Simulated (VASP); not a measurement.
```xyz
4
Lattice="1.5612 -2.7041 0.0000 1.5612 2.7041 0.0000 0.0000 0.0000 5.1277" Properties=species:S:1:pos:R:3 pbc="T T T"
Si     1.5612    -0.9014     2.5617
Si     1.5612     0.9014     5.1256
C      1.5612    -0.9014     4.4889
C      1.5612     0.9014     1.9250
```

The numbers are results of PW91 GGA, VASP's PBE PAW potentials (set 64) (plane waves; VASP), not measurements. Settings: 520 eV cut-off, 8×8×5 Γ-centred mesh, Gaussian smearing of 0.050 eV, potentials Si C.

### Question
Give the stress tensor in GPa (positive for a compressed cell).

### Answer

```
-5.90   0.00   0.00
 0.00  -5.90   0.00
 0.00   0.00  -6.03
```
The pressure is its mean diagonal, -5.94 GPa.

The compound is SiC in the wurtzite structure, the rare 2H polytype. This cell is one point of a volume scan, at 1.03 of the reference volume.
